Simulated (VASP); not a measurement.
Input for VASP

**POSCAR**
```
Sb
1
    3.5333881759    -2.0392180821    -0.0699970613
    3.5333881759     2.0392180821    -0.0699970613
    2.4229132082    -0.0000000000     3.2829288409
Sb
2
Direct
  0.2505670439   0.2505670439   0.2505670470
  0.7494329561   0.7494329561   0.7494329530
```

KPOINTS:
```
Automatic mesh
0
Gamma
11 11 11
0 0 0
```

### INCAR
```
! general
SYSTEM =Sb
PREC   =Accurate
ENCUT  =500
LREAL  =.False.
LASPH  =.True.

! electronic loop
EDIFF  =1E-6
NELM   =100
ALGO   =Normal
LMAXMIX=4
LMIXTAU=.True.

! smearing
ISMEAR =1
SIGMA  =0.1

! functional
METAGGA=R2SCAN

! ions
IBRION =2
NSW    =40
ISIF   =3
EDIFFG =-0.02
PSTRESS=200

! output
LWAVE  =.False.
LCHARG =.False.
```

POTCAR, in this order: Sb (PBE.64 set). Program: vasp_std.

### Question
Write an equivalent input for Ansatz.

### Answer
One equivalent input (not run):
Ansatz 0.2 input:
```yaml
crystal:
  lattice:
    - [3.5333882, -2.0392181, -0.0699971]
    - [3.5333882, 2.0392181, -0.0699971]
    - [2.4229132, 0.0000000, 3.2829288]
  atoms:
    - { symbol: Sb, position: [0.2505670, 0.2505670, 0.2505670] }
    - { symbol: Sb, position: [0.7494330, 0.7494330, 0.7494330] }
kpoints:
  mp_grid: { grid: [11, 11, 11] }
hamiltonian:
  xc: r2scan
  pseudopotentials: { kind: paw }
scf:
  occupations: { method: methfessel_paxton, width: 0.1 }
  max_iter: 100
relax:
  max_steps: 40
  f_tol: 0.02
  cell: { p_target: 20 }
output: { forces: true, stress: true, eigenvalues: true }
```
What does not carry over: each code has its own PAW files, so the cut-off isn't converted (ENCUT is set for VASP's; basis.ecutwfc is left out, and Ansatz then takes the one that its files recommend); Ansatz stops its SCF on the density residual and VASP on the energy change (EDIFF).

The compound is Sb in the a7 structure. It was relaxed first under an external pressure of 20 GPa.
